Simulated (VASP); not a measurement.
Given:

```
CELL_PARAMETERS angstrom
     -2.87469     4.91045     2.77435
      2.87469    -4.91045     2.77435
      2.87469     4.91045    -2.77435
ATOMIC_POSITIONS crystal
  Si 0.75000 0.75000 0.00000
  Si 0.25000 0.25000 0.00000
  S  0.88475 0.79856 0.68331
  S  0.11525 0.20144 0.31669
  S  0.61525 0.29856 0.91381
  S  0.38475 0.70144 0.08619
```

These are PBEsol GGA, VASP's PBE PAW potentials (set 64) (plane waves; VASP 6.6.1) values and carry that method's errors. Settings: 300 eV cut-off, 4×4×4 Γ-centred mesh, Gaussian smearing of 0.010 eV, potentials Si S.

Task: Give the force on each atom (eV/Å).

Result: 
```
atom      Fx      Fy     Fz
----  ------  ------  -----
Si1    0.000   0.000  0.000
Si2    0.000   0.000  0.000
S3    -0.145  -0.154  0.000
S4     0.145   0.154  0.000
S5    -0.145   0.154  0.000
S6     0.145  -0.154  0.000
```

Task: Give the stress tensor in GPa (positive for a compressed cell).

Result: 
```
0.36  0.00  0.00
0.00  0.30  0.00
0.00  0.00  0.05
```
The pressure is its mean diagonal, 0.23 GPa.

The structure comes from a computed database's SiS2 entry; how it stands against other phases isn't given here. The cell was not relaxed at this level.
